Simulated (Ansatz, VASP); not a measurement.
## Cd3AgS4: VASP beside Ansatz

```xyz
8
Lattice="5.4463 0.0000 0.0000 0.0000 5.4463 0.0000 0.0000 0.0000 5.4463" Properties=species:S:1:pos:R:3 pbc="T T T"
Cd    2.7231    2.7231    5.4463
Cd    2.7231    0.0000    2.7231
Cd    0.0000    2.7231    2.7231
Ag    5.4463    0.0000    0.0000
S     2.7231    2.7231    2.7231
S     0.0000    0.0000    2.7231
S     5.4463    2.7231    0.0000
S     2.7231    5.4463    0.0000
```

Alike in both runs: task single point; functional PBE; k mesh 4 × 4 × 4; occupations gaussian, width 0.2 eV; no spin polarisation.

|  | VASP | Ansatz |
| --- | --- | --- |
| version | VASP 6.6.1 | Ansatz 0.2.0 |
| potentials or method | VASP PAW PBE potentials, release 64 (Cd, Ag, S) | scalar-relativistic, plane waves, PAW |
| plane-wave cutoff (eV) | 520 | 420 |
| valence electrons in the cell | 71 | 103 |

VASP gave:

| Property | Result |
| --- | --- |
| gap on the k mesh at the Fermi level (eV) | none |
| pressure (GPa) | 0.4 |

Task: What did Ansatz give for the same quantities?

Result: gap on the k mesh at the Fermi level (eV): none; pressure (GPa): 0.1.

A gap of «none» marks a metal or a gap that the smearing closes. With one functional, cell and mesh, what is left measures potentials, basis and numerics. The two sets of potentials don't hold the same shells in valence.
